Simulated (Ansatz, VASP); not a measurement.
**SnAs in two plane-wave programs**

One calculation is typed for both programs; each brings its own data sets and cutoff. How far apart do they land? The cell is taken from a series of VASP runs on this material, whose earlier steps may have relaxed, scaled or displaced it; both programs get it as it stands.

Calculated with Ansatz 0.2.0; plane waves, with VASP 6.6.1 beside it; band structure at r2SCAN with rVV10, spin-orbit coupling.

### Step 1. The starting structure

The structure is cubic, space group Fm-3m (No. 225). Conventional cell: a = 5.734 Å, b = 5.734 Å, c = 5.734 Å, α = 90.00°, β = 90.00°, γ = 90.00°. Sn has 6 As at 2.87 Å nearest. Nearest to As lie 6 Sn at 2.87 Å. Farther neighbours are not listed.

### Step 2. VASP: band structure, r2SCAN with rVV10, spin-orbit coupling

A single point gives forces, pressure and levels at one fixed geometry, so differences don't come from the geometry; what else differs is listed under the comparison.

Lines of VASP's logs that name or quote its potential files are left out, and so is its time.

File INCAR:

```
SYSTEM = SnAs
PREC = Accurate
ENCUT = 400
EDIFF = 1E-06
NELM = 100
ISMEAR = 0
SIGMA = 0.05
LREAL = .FALSE.
ALGO = Normal
METAGGA = R2SCAN
LUSE_VDW = .TRUE.
IVDW_NL = 2
BPARAM = 11.95
CPARAM = 0.0093
LASPH = .TRUE.
LNONCOLLINEAR = .TRUE.
MAGMOM = 0 0 0 0 0 0
NBANDS = 30
GGA_COMPAT = .FALSE.
LSORBIT = .TRUE.
LORBIT = 11
LWAVE = .FALSE.
LCHARG = .FALSE.
KPAR = 2
```

File POSCAR:

```
SnAs
1.0
    0.0000000000      2.8671404637      2.8671404637
    2.8671404637      0.0000000000      2.8671404637
    2.8671404637      2.8671404637      0.0000000000
Sn As
1 1
Direct
    0.5000000000      0.5000000000      0.5000000000
    0.0000000000      0.0000000000      0.0000000000
```

File KPOINTS:

```
Automatic mesh
0
Gamma
7 7 7
0 0 0
```

File KPOINTS_OPT:

```
Line mode
16
Line-mode
Reciprocal
  0.00000000   0.00000000   0.00000000 GAMMA
  0.50000000   0.00000000   0.50000000 X

  0.50000000   0.00000000   0.50000000 X
  0.50000000   0.25000000   0.75000000 W

  0.50000000   0.25000000   0.75000000 W
  0.37500000   0.37500000   0.75000000 K

  0.37500000   0.37500000   0.75000000 K
  0.00000000   0.00000000   0.00000000 GAMMA

  0.00000000   0.00000000   0.00000000 GAMMA
  0.50000000   0.50000000   0.50000000 L

  0.50000000   0.50000000   0.50000000 L
  0.62500000   0.25000000   0.62500000 U

  0.62500000   0.25000000   0.62500000 U
  0.50000000   0.25000000   0.75000000 W

  0.50000000   0.25000000   0.75000000 W
  0.50000000   0.50000000   0.50000000 L

  0.50000000   0.50000000   0.50000000 L
  0.37500000   0.37500000   0.75000000 K

  0.62500000   0.25000000   0.62500000 U
  0.50000000   0.00000000   0.50000000 X
```

PAW data sets: Sn_d and As (PBE family, release 64).

Started as:

```console
$ mpirun -np 2 vasp_ncl
```

Numbers of over 12 decimals in the logs are rounded to 6 here.

Output:

```text
[banner, memory and clock lines left out]
running    2 mpi-ranks, on    1 nodes
 distrk:  each k-point on    1 cores,    2 groups
 distr:  one band on    1 cores,    1 groups

 POSCAR found type information on POSCAR SnAs
 POSCAR found :  2 types and       2 ions
|                                                                             |
|               ----> ADVICE to this user running VASP <----                  |
|                                                                             |
|     You have switched on vdW-DFT.                                           |
|     This routine was written and supplied by Jiri Klimes. We recommend      |
|     that you carefully read and cite the following publications:            |
|       J. Klimes, D.R. Bowler, A. Michelides                                 |
|          J. Phys.: Cond Matt. 22 022201 (2010)                              |
|       J. Klimes, D.R. Bowler, A. Michelides                                 |
|          Phys. Rev. B. 83, 195131 (2011)                                    |
|     and references therein.                                                 |
|                                                                             |

|                                                                             |
|               ----> ADVICE to this user running VASP <----                  |
|                                                                             |
|     You enforced a specific xc type in the INCAR file but a different       |
|     [... a line on the potential file left out ...]
|     I HOPE YOU KNOW WHAT YOU ARE DOING!                                     |
|                                                                             |

 LDA part: xc-table for (None), standard interpolation
 POSCAR, INCAR and KPOINTS ok, starting setup
 FFT: planning ... GRIDC
 FFT: planning ... GRID_SOFT
 FFT: planning ... GRID
 WAVECAR not read
 entering main loop
       N       E                     dE             d eps       ncg     rms          rms(c)
Total rVV10 correction in eV:      0.4337988    21.5668747
Total rVV10 correction in eV:      0.4337988    21.5668747
DAV:   1     0.119711074163E+03    0.11971E+03   -0.81604E+03  1270   0.149E+03
DAV:   2    -0.224956284691E+02   -0.14221E+03   -0.13711E+03  1224   0.413E+02
DAV:   3    -0.413267895642E+02   -0.18831E+02   -0.18558E+02  1448   0.131E+02
DAV:   4    -0.420367770044E+02   -0.70999E+00   -0.70857E+00  1394   0.274E+01
DAV:   5    -0.420556320597E+02   -0.18855E-01   -0.18854E-01  1638   0.458E+00    0.366E+00
Total rVV10 correction in eV:      0.4353156    21.5668759
Total rVV10 correction in eV:      0.4353156    21.5668759
DAV:   6    -0.391212102166E+02    0.29344E+01   -0.79682E-01  1492   0.150E+01    0.216E+00
Total rVV10 correction in eV:      0.4387393    21.5668759
Total rVV10 correction in eV:      0.4387393    21.5668759
DAV:   7    -0.391200228594E+02    0.11874E-02   -0.80691E-02  1368   0.184E+00    0.109E+00
Total rVV10 correction in eV:      0.4398606    21.5668759
Total rVV10 correction in eV:      0.4398606    21.5668759
DAV:   8    -0.391228113579E+02   -0.27885E-02   -0.50998E-03  1424   0.747E-01    0.523E-01
Total rVV10 correction in eV:      0.4403935    21.5668759
Total rVV10 correction in eV:      0.4403935    21.5668759
DAV:   9    -0.391233677700E+02   -0.55641E-03   -0.53427E-04  1478   0.250E-01    0.163E-01
Total rVV10 correction in eV:      0.4406827    21.5668759
Total rVV10 correction in eV:      0.4406827    21.5668759
DAV:  10    -0.391234969943E+02   -0.12922E-03   -0.16083E-04  1290   0.108E-01    0.459E-02
Total rVV10 correction in eV:      0.4406856    21.5668759
Total rVV10 correction in eV:      0.4406856    21.5668759
DAV:  11    -0.391234984859E+02   -0.14916E-05   -0.42598E-05  1620   0.960E-02    0.159E-02
Total rVV10 correction in eV:      0.4407283    21.5668759
Total rVV10 correction in eV:      0.4407283    21.5668759
DAV:  12    -0.391235005060E+02   -0.20201E-05   -0.40045E-06  1300   0.189E-02    0.366E-03
Total rVV10 correction in eV:      0.4407446    21.5668759
Total rVV10 correction in eV:      0.4407446    21.5668759
DAV:  13    -0.391235010324E+02   -0.52642E-06   -0.62682E-07   830   0.129E-02
Total rVV10 correction in eV:      0.4407531    21.5668759
Total rVV10 correction in eV:      0.4407531    21.5668759
Total rVV10 correction in eV:      0.4407500    21.5668759
Total rVV10 correction in eV:      0.4407500    21.5668759
   1 F= -.39123501E+02 E0= -.39122170E+02  d E =-.266162E-02  mag=     0.0000     0.0000     0.0000
 Start KPOINTS_OPT (optional k-point list driver)
k-point batch [1-20\160]
       N       E                     dE             ncg
DAV:   1     0.535147917494E+03   -0.58002E+04     1286
DAV:   2    -0.241044596714E+04   -0.29456E+04     1226
DAV:   3    -0.279857311812E+04   -0.38813E+03     1540
DAV:   4    -0.281186096533E+04   -0.13288E+02     1424
DAV:   5    -0.281223521097E+04   -0.37425E+00     1690
DAV:   6    -0.281224535613E+04   -0.10145E-01     1650
DAV:   7    -0.281224547912E+04   -0.12300E-03     1704
DAV:   8    -0.281224548360E+04   -0.44761E-05     1402
DAV:   9    -0.281224548371E+04   -0.11219E-06      948
[...]
k-point batch [141-160\160]
       N       E                     dE             ncg
DAV:   1     0.370389760999E+03   -0.11113E+05     1276
DAV:   2    -0.256156721934E+04   -0.29320E+04     1200
DAV:   3    -0.292993872783E+04   -0.36837E+03     1520
DAV:   4    -0.294264701070E+04   -0.12708E+02     1410
DAV:   5    -0.294301083283E+04   -0.36382E+00     1648
DAV:   6    -0.294301978766E+04   -0.89548E-02     1662
DAV:   7    -0.294301998557E+04   -0.19791E-03     1672
DAV:   8    -0.294301998869E+04   -0.31236E-05     1376
DAV:   9    -0.294301998880E+04   -0.10578E-06      882
```

OUTCAR, selected parts (step 2):

```text
ion  position               nearest neighbor table
   1  0.500  0.500  0.500-   2 2.87   2 2.87   2 2.87   2 2.87   2 2.87   2 2.87
   2  0.000  0.000  0.000-   1 2.87   1 2.87   1 2.87   1 2.87   1 2.87   1 2.87

  LATTYP: Found a face centered cubic cell.
 ALAT       =     5.7342809274

 Subroutine GETGRP returns: Found 48 space group operations
 (whereof 48 operations were pure point group operations)

The static configuration has the point symmetry O_h .

 Found     20 irreducible k-points:

   k-points           NKPTS =     20   k-points in BZ     NKDIM =     20   number of bands    NBANDS=     30

   dimension x,y,z NGX =    28 NGY =   28 NGZ =   28
   dimension x,y,z NGXF=    56 NGYF=   56 NGZF=   56

   ENCUT  =  400.0 eV  29.40 Ry    5.42 a.u.   6.61  6.61  6.61*2*pi/ulx,y,z

   NELECT =      19.0000    total number of electrons

 k-points in reciprocal lattice and weights: Automatic mesh
   0.00000000  0.00000000  0.00000000       0.003
   0.14285714  0.00000000  0.00000000       0.023
   0.28571429  0.00000000  0.00000000       0.023
   0.42857143  0.00000000  0.00000000       0.023
   0.14285714  0.14285714  0.00000000       0.017
   0.28571429  0.14285714  0.00000000       0.070
   0.42857143  0.14285714  0.00000000       0.070
  -0.42857143  0.14285714  0.00000000       0.070
  -0.28571429  0.14285714  0.00000000       0.070
[...]
-0.42857143  0.42857143  0.14285714       0.070
  -0.28571429  0.42857143  0.14285714       0.070

 average (electrostatic) potential at core
       1-105.7777       2 -52.2326

 E-fermi :   7.0040

 k-point     1 :       0.0000    0.0000    0.0000
  band No.  band energies     occupation
    ...
     16       5.3387      1.00000
     17       5.7663      1.00000
     18       5.7663      1.00000
     19       5.7663      1.00000
     20       5.7663      1.00000
     21      12.1761      0.00000
     22      12.1761      0.00000
     23      12.9203      0.00000
     24      12.9203      0.00000
     25      12.9203      0.00000
    ...

 k-point     2 :       0.1429    0.0000    0.0000
  band No.  band energies     occupation
    ...
     16       5.5101      1.00000
     17       5.7958      1.00000
     18       5.7958      1.00000
     19       6.9993      0.55293
     20       6.9993      0.55293
     21      11.0381      0.00000
     22      11.0381      0.00000
     23      11.5449      0.00000
     24      11.5449      0.00000
     25      11.6547      0.00000
    ...

 k-point     3 :       0.2857    0.0000    0.0000
  band No.  band energies     occupation
    ...
     14       0.2524      1.00000
     15       5.6898      1.00000
     16       5.6898      1.00000
     17       5.9339      1.00000
     18       5.9339      1.00000
     19       7.8497      0.00000
     20       7.8497      0.00000
     21       9.4308      0.00000
     22       9.4308      0.00000
     23       9.8167      0.00000
    ...

  Total       -0.0050281     -0.0050281     -0.0050281      0.0000000      0.0000000     -0.0000000
  in kB       -0.1708968     -0.1708968     -0.1708968      0.0000000      0.0000000     -0.0000000
  external PRESSURE =      -0.1708968 kB  Pullay stress =       0.0000000 kB

  energy-cutoff  :      400.00
  volume of cell :       47.14
      direct lattice vectors                 reciprocal lattice vectors
     0.000000000  2.867140464  2.867140464    -0.174389782  0.174389782  0.174389782
     2.867140464  0.000000000  2.867140464     0.174389782 -0.174389782  0.174389782
     2.867140464  2.867140464  0.000000000     0.174389782  0.174389782 -0.174389782

 POSITION                                       TOTAL-FORCE (eV/Angst)
 -----------------------------------------------------------------------------------
      2.86714      2.86714      2.86714         0.000000      0.000000      0.000000
      0.00000      0.00000      0.00000        -0.000000     -0.000000     -0.000000
 -----------------------------------------------------------------------------------
    total drift:                                0.000000      0.000000      0.000000

  FREE ENERGIE OF THE ION-ELECTRON SYSTEM (eV)
  ---------------------------------------------------
  free  energy   TOTEN  =       -39.1235010324 eV

  energy  without entropy=      -39.1208394112  energy(sigma->0) =      -39.12217022

 Spin-Orbit-Coupling matrix elements
 Ion:    1  E_soc:     -0.0906313
 Ion:    2  E_soc:     -0.0254672

 total charge
# of ion       s       p       d       tot
------------------------------------------
    1        1.197   0.972  10.012  12.180
    2        1.258   1.484   0.035   2.776
--------------------------------------------------
tot          2.455   2.455  10.046  14.957

 magnetization (x)
# of ion       s       p       d       tot
------------------------------------------
    1       -0.000   0.000   0.000  -0.000
    2        0.000   0.000  -0.000   0.000
--------------------------------------------------
tot         -0.000   0.000   0.000   0.000

 magnetization (y)
# of ion       s       p       d       tot
------------------------------------------
    1       -0.000   0.000  -0.000  -0.000
    2       -0.000   0.000  -0.000  -0.000
--------------------------------------------------
tot         -0.000   0.000  -0.000  -0.000

 magnetization (z)
# of ion       s       p       d       tot
------------------------------------------
    1       -0.000   0.000   0.000   0.000
    2        0.000   0.000   0.000   0.000
--------------------------------------------------
tot         -0.000   0.000   0.000   0.000

[... 3 further parts left out ...]
```

This run has no spin polarisation. Its electron count is odd, so without a moment it is a metal by construction.

(Continued in part 2 of 2.)

[Lines on the potential files, build, host, timing and source positions are cut from VASP's logs without a mark.]

[Logs are printed without paths, hosts, clocks, repeated set-up lines and the standing remarks that a program may print on its own settings, such as how far it seeks lower states.]

[Hosts, paths, dates, database ids (printed as entryN), source tags and the programs' standing remarks are cut or masked in the printed files.]
